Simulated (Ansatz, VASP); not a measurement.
**Rb3TeBr in VASP and in Ansatz**

Contents of INCAR:

```
SYSTEM = Rb3TeBr
PREC     = Accurate       ! precision mode
ENCUT    = 520            ! plane-wave cutoff, eV
EDIFF    = 1E-6           ! SCF threshold, eV
ISMEAR   = 0              ! smearing method
SIGMA    = 0.05           ! smearing width, eV
LREAL    = .FALSE.        ! projectors in reciprocal space
LASPH    = .TRUE.         ! aspherical terms in the spheres
NELM     = 100            ! most SCF steps
ALGO     = Normal         ! electronic algorithm
ISIF     = 2              ! what is computed and relaxed
LWAVE    = .FALSE.        ! write WAVECAR
LCHARG   = .FALSE.        ! write CHGCAR
NBANDS   = 28             ! bands
```

The input KPOINTS:

```
regular mesh
0
G
  4 4 4
  0 0 0
```

The input POSCAR:

```
Rb3TeBr
1.0
    6.8964949283      0.0000000000      0.0000000000
    0.0000000000      6.8964949283      0.0000000000
    0.0000000000      0.0000000000      6.8964949283
Br Te Rb
1 1 3
Direct
    0.0000000000      0.0000000000      0.0000000000
    0.5000000000      0.5000000000      0.5000000000
    0.5000000000      0.5000000000      0.0000000000
    0.5000000000      0.0000000000      0.5000000000
    0.0000000000      0.5000000000      0.5000000000
```

Input for Ansatz:

```yaml
crystal:
  lattice:
    - [6.8964949283, 0.0, 0.0]
    - [0.0, 6.8964949283, 0.0]
    - [0.0, 0.0, 6.8964949283]
  atoms:
    - { symbol: Br, position: [0.0, 0.0, 0.0] }
    - { symbol: Te, position: [0.5, 0.5, 0.5] }
    - { symbol: Rb, position: [0.5, 0.5, 0.0] }
    - { symbol: Rb, position: [0.5, 0.0, 0.5] }
    - { symbol: Rb, position: [0.0, 0.5, 0.5] }
basis:
  ecutwfc: 420
kpoints:
  mp_grid: { grid: [4, 4, 4] }
hamiltonian:
  xc: lda
scf:
  occupations: { method: gaussian, width: 0.05 }
output:
  forces: true
  stress: true
  eigenvalues: true
```

The cell comes from a database or a generator and needn't be the stable form of this composition.

Alike in both runs: task single point; functional LDA; k mesh 4 × 4 × 4; occupations gaussian, width 0.05 eV; no spin polarisation.

|  | VASP | Ansatz |
| --- | --- | --- |
| version | VASP 6.6.1 | Ansatz 0.2.0 |
| potentials or method | VASP PAW LDA potentials, release 64 (Br, Te, Rb_sv) | scalar-relativistic, plane waves, PAW |
| plane-wave cutoff (eV) | 520 | 420 |
| valence electrons in the cell | 40 | 50 |

```tsv
	VASP	Ansatz	Ansatz less VASP
gap on the k mesh at the Fermi level (eV)	1.37	1.37	-0.002
least direct gap on the mesh (eV)	1.37	1.37	-0.002
pressure (GPa)	-0.7	-0.8	-0.03
```

The two sets of potentials don't hold the same shells in valence.

Caveats: spin-orbit coupling is left out, which moves the levels of the heavy elements. A k mesh can miss the band edges. LDA gaps usually lie below the measured ones, often by a third to a half.
